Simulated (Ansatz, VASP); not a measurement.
# Ta: VASP beside Ansatz, part 2 of 2

Wanted: the spread between two codes on one cell, functional and k mesh. Of the first pair: The cell is taken from a series of runs on this material, whose earlier steps may have relaxed, scaled, displaced or heated it; both programs get it as it stands.

VASP 6.6.1 and Ansatz 0.2.0.

So far. Step 4 (Side by side): The forces differ by 3.9 meV/Å r.m.s., which is 6.9 % of the r.m.s. force of 0.056 eV/Å (both taken over all components). With vacuum in the cell, a pressure given here is an average over mostly empty space and none of the material.

### 6. VASP: single point, PBEsol, start cell, pair 2

Level of this step: PBEsol; plane waves and PAW (Ta_pv) (VASP).

The same cell, functional, mesh and smearing now go to VASP, with its own data sets.

Input file INCAR:

```
SYSTEM = Ta
PREC = Accurate
ENCUT = 400
EDIFF = 1E-06
NELM = 120
ISMEAR = -1
SIGMA = 0.05
LREAL = .FALSE.
ALGO = Normal
GGA = PS
NBANDS = 40
LASPH = .TRUE.
LORBIT = 11
LWAVE = .FALSE.
LCHARG = .FALSE.
ISIF = 2
GGA_COMPAT = .FALSE.
KPAR = 2
```

Input file POSCAR:

```
Ta
1.0
    2.8601008575      0.0000000000      0.0000000000
   -3.8134678100      2.6965289483      0.0000000000
    0.0000000000      0.0000000000     24.6763128564
Ta
6
Direct
    0.0000002040      0.0000000192      0.7365895021
    0.0000002040      0.5000000192      0.6419536862
    0.0000002040      0.0000000192      0.5473179108
    0.0000002040      0.5000000192      0.4526820950
    0.0000002040      0.0000000192      0.3580463196
    0.0000002040      0.5000000192      0.2634105037
```

Input file KPOINTS:

```
Automatic mesh
0
Gamma
18 18 1
0 0 0
```

Potentials, in the order of the species: Ta_pv (PBE family, release 64).

On the command line:

```bash
$ mpirun -np 2 vasp_std
```

Numbers of over 12 decimals in the logs are rounded to 6 here.

Log:

```text
[banner, memory and clock lines left out]
running    2 mpi-ranks, on    1 nodes
[...]
[... a notice as in an earlier step ...]

 LDA part: xc-table for (Slater+PW92), standard interpolation
 POSCAR, INCAR and KPOINTS ok, starting setup
[...]
entering main loop
       N       E                     dE             d eps       ncg     rms          rms(c)
DAV:   1     0.539984435960E+03    0.53998E+03   -0.34129E+04  8960   0.130E+03
DAV:   2    -0.531739523455E+02   -0.59316E+03   -0.57968E+03  8312   0.399E+02
DAV:   3    -0.776157495805E+02   -0.24442E+02   -0.23324E+02  9664   0.698E+01
DAV:   4    -0.784831271482E+02   -0.86738E+00   -0.84972E+00  9720   0.121E+01
[...]
DAV:  25    -0.727241318271E+02   -0.64266E-05   -0.91141E-07  5472   0.349E-03    0.131E-03
DAV:  26    -0.727241333876E+02   -0.15605E-05   -0.15096E-07  5160   0.151E-03    0.565E-04
DAV:  27    -0.727241341735E+02   -0.78582E-06   -0.10646E-07  5048   0.125E-03
   1 F= -.72724134E+02 E0= -.72689961E+02  d E =-.683464E-01
```

From OUTCAR (step 6):

```text
  Total       -7.0244056     -6.9662608     -4.8846466      0.0822291      0.0000000      0.0000000
  in kB      -59.1362059    -58.6467041    -41.1222651      0.6922600      0.0000000      0.0000000
  external PRESSURE =     -52.9683917 kB  Pullay stress =       0.0000000 kB

 POSITION                                       TOTAL-FORCE (eV/Angst)
 -----------------------------------------------------------------------------------
      0.00000      0.00000     18.17631         0.000000      0.000000     -0.681354
     -1.90673      1.34826     15.84105         0.000000      0.000000      0.413737
      0.00000      0.00000     13.50579         0.000000      0.000000      0.100746
     -1.90673      1.34826     11.17053         0.000000      0.000000     -0.100746
      0.00000      0.00000      8.83526         0.000000      0.000000     -0.413737
     -1.90673      1.34826      6.50000         0.000000      0.000000      0.681354
 -----------------------------------------------------------------------------------
    total drift:                               -0.000712     -0.000132      0.000017

  FREE ENERGIE OF THE ION-ELECTRON SYSTEM (eV)
  ---------------------------------------------------
  free  energy   TOTEN  =       -72.7241341735 eV

  energy  without entropy=      -72.6557877484  energy(sigma->0) =      -72.68996096

[... 1 part as in an earlier step ...]

[... 2 further parts left out ...]
[key lines of the parts left out:]
E-fermi :   1.1046
```

### 7. Side by side

What differs besides the data sets and the points named for the pairs above, as far as they apply: the data sets hold 78 valence electrons in Ansatz (on its PAW soft_1 files) and 66 in VASP. Total energies have different zeros and are not compared.

Forces (eV/Å; atoms numbered as in POSCAR):

| atom | Ansatz x, y, z | VASP x, y, z |
| --- | --- | --- |
| Ta1 | 0.000, 0.000, -0.687 | 0.000, 0.000, -0.681 |
| Ta2 | 0.000, 0.000, 0.409 | 0.000, 0.000, 0.414 |
| Ta3 | 0.000, 0.000, 0.101 | 0.000, 0.000, 0.101 |
| Ta4 | 0.000, 0.000, -0.101 | 0.000, 0.000, -0.101 |
| Ta5 | 0.000, 0.000, -0.409 | 0.000, 0.000, -0.414 |
| Ta6 | 0.000, 0.000, 0.687 | 0.000, 0.000, 0.681 |

The forces differ by 2.4 meV/Å r.m.s., which is 0.9 % of the r.m.s. force of 0.268 eV/Å (both taken over all components). With vacuum in the cell, a pressure given here is an average over mostly empty space and none of the material.

### 8. Ansatz: relaxation, PBEsol

This run makes the geometry at which the two programs are then compared.

The structure compared here is the end of the Ansatz relaxation.

Input file input.yaml:

```yaml
crystal:
  lattice:
    - [2.8601008575, 0.0, 0.0]
    - [-3.81346781, 2.6965289483, 0.0]
    - [0.0, 0.0, 24.6763128564]
  atoms:
    - { symbol: Ta, position: [1.0, 1.0, 0.736589496] }
    - { symbol: Ta, position: [1.0, 0.5, 0.641953698] }
    - { symbol: Ta, position: [1.0, 1.0, 0.547317899] }
    - { symbol: Ta, position: [1.0, 0.5, 0.452682101] }
    - { symbol: Ta, position: [1.0, 1.0, 0.358046302] }
    - { symbol: Ta, position: [1.0, 0.5, 0.263410504] }
kpoints:
  mp_grid: { grid: [18, 18, 1] }
scf:
  occupations: { method: fermi_dirac, width: 0.05 }
  n_extra_bands: 8
hamiltonian:
  xc: pbesol
  pseudopotentials: { kind: paw, azcp: { folder: soft_1 }, xc_functional: pbe }
output:
  forces: true
  write_potential: true
  volumetric_format: []
relax:
  f_tol: 0.03
  max_steps: 45
  constraints: [{ sites: [2, 3] }]
```

On the command line:

```bash
$ ansatz run input.yaml --threads 4 --pin off --max-ram 14336MiB --backend cpu --events-out ev --progress --plain --runs-dir out
```

Log:

```text
[...]
Crystal: 6 atoms, lattice volume = 190.312 Å³
Basis set: ecut = 420 eV, 3733 PW (Γ), exchange–correlation on 40×64×360 points (8 copies of the dense FFT grid, shifted against one another)
Bands: 47, of which v1, the nominal top of the filled ones, is band 39 counted from 1 (38 counted from 0)
Symmetry: 8 space group operations
[...]
k-points: 91 of 324
[...]
--- Relaxed structure (5 steps of the walk, 5 accepted, 0 SCFs on fresh bases) ---
  F+E_penalty+E_count = -58841.95651052 eV   max|allowed force component| = 4.586e-3 eV/Å
  atoms:
    - { symbol: Ta, position: [1.0, 1.000000, 0.729915] }
    - { symbol: Ta, position: [1.0, 0.500000, 0.640597] }
    - { symbol: Ta, position: [1.0, 1.000000, 0.547318] }
    - { symbol: Ta, position: [1.0, 0.500000, 0.452682] }
    - { symbol: Ta, position: [1.0, 1.000000, 0.359403] }
    - { symbol: Ta, position: [1.0, 0.500000, 0.270085] }
[key lines of the parts left out:]
SCF converged after 7 iterations
Free energy (F): -58841.956511 eV
Fermi energy:    8.502123 eV
```

### 9. VASP: single point, PBEsol, relaxed cell, pair 3

The same cell, functional, mesh and smearing now go to VASP, with its own data sets.

INCAR is that of step 6.

Input file POSCAR:

```
Ta
1.0
    2.8601008575      0.0000000000      0.0000000000
   -3.8134678100      2.6965289483      0.0000000000
    0.0000000000      0.0000000000     24.6763128564
Ta
6
Direct
    0.0000000000      0.0000000000      0.7299146856
    0.0000000000      0.5000000000      0.6405972423
    0.0000000000      0.0000000000      0.5473178990
    0.0000000000      0.5000000000      0.4526821010
    0.0000000000      0.0000000000      0.3594027577
    0.0000000000      0.5000000000      0.2700853144
```

KPOINTS is that of step 6.

On the command line:

```bash
$ mpirun -np 2 vasp_std
```

Log:

```text
[... set-up lines as in an earlier step ...]
 entering main loop
       N       E                     dE             d eps       ncg     rms          rms(c)
DAV:   1     0.540682936494E+03    0.54068E+03   -0.34293E+04  9072   0.130E+03
DAV:   2    -0.528751230613E+02   -0.59356E+03   -0.57941E+03  8240   0.399E+02
DAV:   3    -0.776553992320E+02   -0.24780E+02   -0.23677E+02  9632   0.701E+01
DAV:   4    -0.785317434996E+02   -0.87634E+00   -0.85668E+00  9640   0.123E+01
[...]
DAV:  24    -0.728291162466E+02   -0.43204E-05   -0.45481E-07  5392   0.527E-03    0.137E-03
DAV:  25    -0.728291183854E+02   -0.21388E-05   -0.17429E-07  5136   0.247E-03    0.449E-04
DAV:  26    -0.728291188070E+02   -0.42164E-06   -0.34292E-08  4808   0.779E-04
   1 F= -.72829119E+02 E0= -.72797083E+02  d E =-.640720E-01
```

Parts of OUTCAR (step 9):

```text
  Total       -4.0956111     -3.9522899     -0.3475543      0.2026868      0.0000000      0.0000000
  in kB      -34.4796293    -33.2730541     -2.9259477      1.7063549      0.0000000      0.0000000
  external PRESSURE =     -23.5595437 kB  Pullay stress =       0.0000000 kB

 POSITION                                       TOTAL-FORCE (eV/Angst)
 -----------------------------------------------------------------------------------
      0.00000      0.00000     18.01160         0.000000      0.000000      0.006468
     -1.90673      1.34826     15.80758         0.000000      0.000000      0.005328
      0.00000      0.00000     13.50579         0.000000      0.000000     -0.167600
     -1.90673      1.34826     11.17053         0.000000      0.000000      0.167600
      0.00000      0.00000      8.86873         0.000000      0.000000     -0.005328
     -1.90673      1.34826      6.66471         0.000000      0.000000     -0.006468
 -----------------------------------------------------------------------------------
    total drift:                               -0.000000      0.000000      0.000000

  FREE ENERGIE OF THE ION-ELECTRON SYSTEM (eV)
  ---------------------------------------------------
  free  energy   TOTEN  =       -72.8291188070 eV

  energy  without entropy=      -72.7650468566  energy(sigma->0) =      -72.79708283

[... 2 parts as in an earlier step ...]

[... 1 further part left out ...]
[key lines of the parts left out:]
E-fermi :   1.1127
```

### 10. Differences

What differs besides the data sets and the points named for the pairs above, as far as they apply: the data sets hold 78 valence electrons in Ansatz (on its PAW soft_1 files) and 66 in VASP. Total energies have different zeros and are not compared.

Forces (eV/Å; atoms numbered as in POSCAR):

| atom | Ansatz x, y, z | VASP x, y, z |
| --- | --- | --- |
| Ta1 | 0.000, 0.000, -0.005 | 0.000, 0.000, 0.006 |
| Ta2 | 0.000, 0.000, 0.004 | 0.000, 0.000, 0.005 |
| Ta3 | 0.000, 0.000, -0.164 | 0.000, 0.000, -0.168 |
| Ta4 | 0.000, 0.000, 0.164 | 0.000, 0.000, 0.168 |
| Ta5 | 0.000, 0.000, -0.004 | 0.000, 0.000, -0.005 |
| Ta6 | 0.000, 0.000, 0.005 | 0.000, 0.000, -0.006 |

The forces differ by 3.9 meV/Å r.m.s., which is 7.0 % of the r.m.s. force of 0.056 eV/Å (both taken over all components). With vacuum in the cell, a pressure given here is an average over mostly empty space and none of the material.

### 11. Summary of results

```yaml
r_m_s_force_difference_single_point_pbesol_pair_1: 3.9 meV/Å
r_m_s_force_difference_single_point_pbesol_start_cell_pair_2: 0.91 % of the r.m.s. force
r_m_s_force_difference_single_point_pbesol_relaxed_cell_pair_3: 3.9 meV/Å
```

In words: The r.m.s. force difference is 3.9 meV/Å (single point, PBEsol, relaxed cell, pair 3), within the 12 meV/Å picked in this series as the mark of a large difference. The data sets hold unlike numbers of valence electrons (78 in Ansatz and 66 in VASP), so part of the differences comes from the potentials. Such differences can come from data sets, numerical settings and the points named under the comparisons, not from the functional's error against experiment.

[Lines on the potential files, build, host, timing and source positions are cut from VASP's logs without a mark.]

[Logs are printed without paths, hosts, clocks, repeated set-up lines and the standing remarks that a program may print on its own settings, such as how far it seeks lower states.]

[Hosts, paths, dates, database ids (printed as entryN), source tags and the programs' standing remarks are cut or masked in the printed files.]
